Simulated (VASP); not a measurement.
Computed with RPBE GGA, VASP's PBE PAW potentials (set 64) (plane waves; VASP).

VASP ran on this input.

**KPOINTS**
```
Automatic mesh
0
Gamma
9 9 9
0 0 0
```

INCAR:
```
SYSTEM=YN
PREC=Accurate; ENCUT=520; LREAL=.FALSE.
LASPH=.TRUE.
EDIFF=1E-7; NELM=100; ALGO=Normal
LMAXMIX=4
ISMEAR=0; SIGMA=0.05
GGA=RP
ISIF=2
LWAVE=.FALSE.; LCHARG=.FALSE.
```

### POSCAR
```
YN
1.0
  0.0000000000   2.4188711445   2.4188711445
  2.4188711445   0.0000000000   2.4188711445
  2.4188711445   2.4188711445   0.0000000000
Y N
1 1
Direct
  0.0000000000   0.0000000000   0.0000000000
  0.5000000000   0.5000000000   0.5000000000
```

POTCAR, in this order: Y_sv N (PBE.64 set). Program: vasp_std.

Q: Estimate the energy per atom (σ→0), pressure.

A: 
```yaml
energy per atom (σ→0): -8.669 eV/atom
pressure: 10.52 GPa
```

File OSZICAR:
```
...
DAV:  10    -0.173367996602E+02   -0.18167E-03   -0.70860E-04  1032   0.277E-01    0.611E-01
DAV:  11    -0.173370709379E+02   -0.27128E-03   -0.84803E-04   960   0.339E-01    0.104E-01
DAV:  12    -0.173370671352E+02    0.38027E-05   -0.92372E-05  1000   0.879E-02    0.119E-01
DAV:  13    -0.173370660736E+02    0.10616E-05   -0.49559E-06  1120   0.207E-02    0.318E-02
DAV:  14    -0.173370656039E+02    0.46966E-06   -0.67364E-07  1032   0.853E-03    0.136E-02
DAV:  15    -0.173370650567E+02    0.54722E-06   -0.27351E-07   936   0.599E-03    0.177E-03
DAV:  16    -0.173370650531E+02    0.35336E-08   -0.45392E-09   456   0.743E-04
   1 F= -.17337065E+02 E0= -.17337065E+02  d E =-.102713E-05
```

The compound is YN in the rock salt structure. This cell is one point of a volume scan, at 0.94 of the reference volume.
